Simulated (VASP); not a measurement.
Write the native input for VASP 6.6.1 that does the following.

```
Task                   : relaxation of cell and atoms
Functional             : BLYP
Dispersion             : D4
Potentials or basis    : VASP PAW PBE potentials, release 64 (Li_sv, Bi_d, S)
Cutoff                 : 600 eV
k mesh                 : 5 × 5 × 5
Occupations            : fermi-dirac, width 0.05 eV
Spin                   : no spin polarisation
Further INCAR settings : ALGO = Normal; EDIFF = 1e-07; IBRION = 2; EDIFFG = -0.01; NSW = 40; ISIF = 3
```

The structure of LiBiS3 lies in POSCAR:

```
LiBiS3
1.0
    4.5614400000      0.0000000000      0.0000000000
    0.0000000000      4.5614400000      0.0000000000
    0.0000000000      0.0000000000      4.5614400000
Li Bi S
1 1 3
Direct
    0.5000000000      0.5000000000      0.5000000000
    0.0000000000      0.0000000000      0.0000000000
    0.5000000000      0.5000000000      0.0000000000
    0.0000000000      0.5000000000      0.5000000000
    0.5000000000      0.0000000000      0.5000000000
```

The cell was built by a generator and needn't be a form met in nature.

One way to write it, as run:

INCAR

```
PREC = Accurate
ENCUT = 600
EDIFF = 1E-7
ISMEAR = -1
SIGMA = 0.05
LREAL = False
LASPH = True
NELM = 80
ALGO = Normal
ISIF = 3
LWAVE = False
LCHARG = False
GGA = B5
ALDAX = 1.0
AGGAX = 1.0
AGGAC = 1.0
ALDAC = 0.0
IVDW = 13
VDW_S6 = 1.0
VDW_S8 = 2.34076671
VDW_A1 = 0.44488865
VDW_A2 = 4.0933009
IBRION = 2
NSW = 40
EDIFFG = -0.01
```

KPOINTS

```
Automatic mesh
0
Gamma
  5 5 5
```

Potentials or basis: VASP PAW PBE potentials, release 64 (Li_sv, Bi_d, S).

The run is started by

```bash
$ cat potpaw_PBE.64/Li_sv/POTCAR potpaw_PBE.64/Bi_d/POTCAR potpaw_PBE.64/S/POTCAR > POTCAR
$ mpirun -np 1 vasp_std > vasp.out
```

It gave:

```yaml
Pressure_after_relaxing: 0.0 GPa
Band_gap_on_the_k_mesh: none (metal or under the smearing width)
Dispersion_energy_per_atom: -0.656 eV
```

Caveat: the cutoff is under 1.25 times the usual one of these potentials, so pressure, stress and relaxed cells hold a basis-set (Pulay) error; the relaxation stopped at its first step, so nothing moved; the PAW data sets were made with another functional, which shifts forces and pressure a little; spin-orbit coupling is left out, which moves the levels of the heavy elements; pairwise dispersion overbinds metals, which lowers pressure and volume.

It took 28 s on 1 thread of Intel(R) Xeon(R) 6975P-C (Granite Rapids) (shared host), peak memory 0.21 GiB.
